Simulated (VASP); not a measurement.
Output of a VASP run:

File OSZICAR:
```
       N       E                     dE             d eps       ncg     rms          rms(c)
DAV:   1     0.184988830889E+04    0.18499E+04   -0.55423E+04 28927   0.109E+03
DAV:   2     0.396490010787E+02   -0.18102E+04   -0.17169E+04 31761   0.409E+02
DAV:   3    -0.244430037779E+03   -0.28408E+03   -0.28101E+03 34690   0.159E+02
DAV:   4    -0.267379321365E+03   -0.22949E+02   -0.22915E+02 42388   0.421E+01
DAV:   5    -0.268423826724E+03   -0.10445E+01   -0.10443E+01 38710   0.766E+00    0.653E+01
DAV:   6    -0.233291847484E+03    0.35132E+02   -0.11992E+02 39893   0.645E+01    0.298E+01
DAV:   7    -0.231710784949E+03    0.15811E+01   -0.14917E+01 35337   0.108E+01    0.121E+01
DAV:   8    -0.231625065647E+03    0.85719E-01   -0.16233E+00 40496   0.403E+00    0.312E+00
DAV:   9    -0.231662030143E+03   -0.36964E-01   -0.51929E-01 39324   0.332E+00    0.822E-01
DAV:  10    -0.231647723118E+03    0.14307E-01   -0.11102E-01 40894   0.131E+00    0.339E-01
DAV:  11    -0.231648990596E+03   -0.12675E-02   -0.27813E-02 38860   0.690E-01    0.308E-01
DAV:  12    -0.231646757706E+03    0.22329E-02   -0.84696E-03 32345   0.411E-01    0.816E-02
DAV:  13    -0.231646729994E+03    0.27712E-04   -0.20241E-03 20780   0.174E-01
   1 F= -.23164673E+03 E0= -.23165104E+03  d E =0.129189E-01
```

**OUTCAR**
```
------------------------ aborting loop because EDIFF is reached ----------------------------------------
  FORCE on cell =-STRESS in cart. coord.  units (eV):
  Direction    XX          YY          ZZ          XY          YZ          ZX
  --------------------------------------------------------------------------------------
  Total     -304.3798509   -309.6269383   -309.2557095      0.0000000      0.0000000      0.0000000
  in kB    -2020.8769140  -2055.7140355  -2053.2493268      0.0000000      0.0000000      0.0000000
  external PRESSURE =   -2043.2800921 kB  Pullay stress =       0.0000000 kB
  volume of cell :      241.32
      direct lattice vectors                 reciprocal lattice vectors
     5.032750000  0.000000000  0.000000000     0.198698525  0.000000000  0.000000000
     0.000000000  8.986411000  0.000000000     0.000000000  0.111279130  0.000000000
     0.000000000  0.000000000  5.335744000     0.000000000  0.000000000  0.187415288
 POSITION                                       TOTAL-FORCE (eV/Angst)
 -----------------------------------------------------------------------------------
      0.69407      3.33423      2.14806        -0.490166     -0.492159     -1.186818
      4.33868      5.65218      3.18768         0.490166      0.492159      1.186818
      1.82231      5.65218      4.81594         0.490166      0.492159     -1.186818
      3.21044      3.33423      0.51981        -0.490166     -0.492159      1.186818
      3.21044      1.15898      3.18768        -0.490166      0.492159      1.186818
      1.82231      7.82743      2.14806         0.490166     -0.492159     -1.186818
      4.33868      7.82743      0.51981         0.490166     -0.492159      1.186818
      0.69407      1.15898      4.81594        -0.490166      0.492159     -1.186818
      2.33877      2.42372      2.08089         0.462688      0.031154     -0.667919
      2.69398      6.56269      3.25486        -0.462688     -0.031154      0.667919
      0.17761      6.56269      4.74876        -0.462688     -0.031154     -0.667919
      4.85514      2.42372      0.58699         0.462688      0.031154      0.667919
      4.85514      2.06948      3.25486         0.462688     -0.031154      0.667919
      0.17761      6.91693      2.08089        -0.462688      0.031154     -0.667919
      2.69398      6.91693      0.58699        -0.462688      0.031154      0.667919
      2.33877      2.06948      4.74876         0.462688     -0.031154     -0.667919
      4.10989      0.09418      4.54173        -0.630808      0.301655     -0.978311
      0.92286      8.89223      0.79401         0.630808     -0.301655      0.978311
      3.43923      8.89223      1.87386         0.630808     -0.301655     -0.978311
      1.59352      0.09418      3.46188        -0.630808      0.301655      0.978311
      1.59352      4.39903      0.79401        -0.630808     -0.301655      0.978311
      3.43923      4.58738      4.54173         0.630808      0.301655     -0.978311
      0.92286      4.58738      3.46188         0.630808      0.301655      0.978311
      4.10989      4.39903      1.87386        -0.630808     -0.301655     -0.978311
 -----------------------------------------------------------------------------------
    total drift:                                0.000000      0.000000      0.000000
  FREE ENERGIE OF THE ION-ELECTRON SYSTEM (eV)
  ---------------------------------------------------
  free  energy   TOTEN  =      -231.6467299944 eV

  energy  without entropy=     -231.6596489296  energy(sigma->0) =     -231.65103631
```
(Selected blocks of OUTCAR.)

POSCAR:
```
TiO2
1
    5.0327500000     0.0000000000     0.0000000000
    0.0000000000     8.9864110000     0.0000000000
    0.0000000000     0.0000000000     5.3357440000
Ti O
8 16
Direct
  0.1379100000   0.3710300000   0.4025800000
  0.8620900000   0.6289700000   0.5974200000
  0.3620900000   0.6289700000   0.9025800000
  0.6379100000   0.3710300000   0.0974200000
  0.6379100000   0.1289700000   0.5974200000
  0.3620900000   0.8710300000   0.4025800000
  0.8620900000   0.8710300000   0.0974200000
  0.1379100000   0.1289700000   0.9025800000
  0.4647100000   0.2697100000   0.3899900000
  0.5352900000   0.7302900000   0.6100100000
  0.0352900000   0.7302900000   0.8899900000
  0.9647100000   0.2697100000   0.1100100000
  0.9647100000   0.2302900000   0.6100100000
  0.0352900000   0.7697100000   0.3899900000
  0.5352900000   0.7697100000   0.1100100000
  0.4647100000   0.2302900000   0.8899900000
  0.8166300000   0.0104800000   0.8511900000
  0.1833700000   0.9895200000   0.1488100000
  0.6833700000   0.9895200000   0.3511900000
  0.3166300000   0.0104800000   0.6488100000
  0.3166300000   0.4895200000   0.1488100000
  0.6833700000   0.5104800000   0.8511900000
  0.1833700000   0.5104800000   0.6488100000
  0.8166300000   0.4895200000   0.3511900000
```

**Question.** Reconstruct the remaining input files.

**Answer.** This is not unique; one that fits is the input of the run itself, PBEsol GGA, plane waves, VASP's PBE PAW potentials (set 64).

INCAR:
```
SYSTEM = TiO2
PREC = Accurate; ENCUT = 200; LREAL = Auto
LASPH = T
EDIFF = 1E-03; NELM = 100; ALGO = Normal
LMAXMIX = 4
ISMEAR = 1; SIGMA = 0.2
GGA = PS
ISIF = 2
LWAVE = F; LCHARG = F
```

KPOINTS:
```
Automatic mesh
0
Gamma
8 8 8
0 0 0
```

POTCAR, in this order: Ti_sv O (PBE.64 set). Program: vasp_std.

At this cut-off the stress carries a Pulay error, which pulls relaxed volumes low.

The structure comes from a computed database's TiO2 entry, a phase known from measurement. The cell was not relaxed at this level. The run is one of a series of settings (EDIFF = 1E-03, ENCUT = 200, ISMEAR = 1, SIGMA = 0.2, KPOINTS 8×8×8 Γ-centred mesh against the base run), some of them coarse on purpose.
